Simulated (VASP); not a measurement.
Given:

```xyz
4
Lattice="3.4565 0.0000 0.0000 0.0000 3.4565 0.0000 0.0000 0.0000 3.4565" Properties=species:S:1:pos:R:3 pbc="T T T"
Al     0.0000     0.0000     0.0000
Ni     0.0000     1.7283     1.7283
Ni     1.7283     0.0000     1.7283
Ni     1.7283     1.7283     0.0000
```
Starting moments (μB, in the order of the record's atoms Al Ni Ni Ni): 0.0 0.3 0.3 0.3.

These are PBE GGA with D4 dispersion, VASP's PBE PAW potentials (set 64) (plane waves; VASP) values and carry that method's errors. Numerical set-up: 520 eV cut-off, 9×9×9 Γ-centred mesh, first-order Methfessel-Paxton smearing of 0.10 eV, potentials Al Ni.

Question: The job: Ni$_{3}$Al (L1_2), 4 atoms, PBE-D4, static run, 520 eV, 9×9×9 Γ-centred mesh. Roughly how much core time does it take on a busy server core?

Answer: About 50 core-seconds (one run on a shared machine, a rough figure). It had 35 irreducible k-points, 20 bands, up to 1141 plane waves and 20 electronic steps.

The compound is Ni3Al in the L1_2 structure. This cell is one point of a volume scan, at 0.94 of the reference volume.
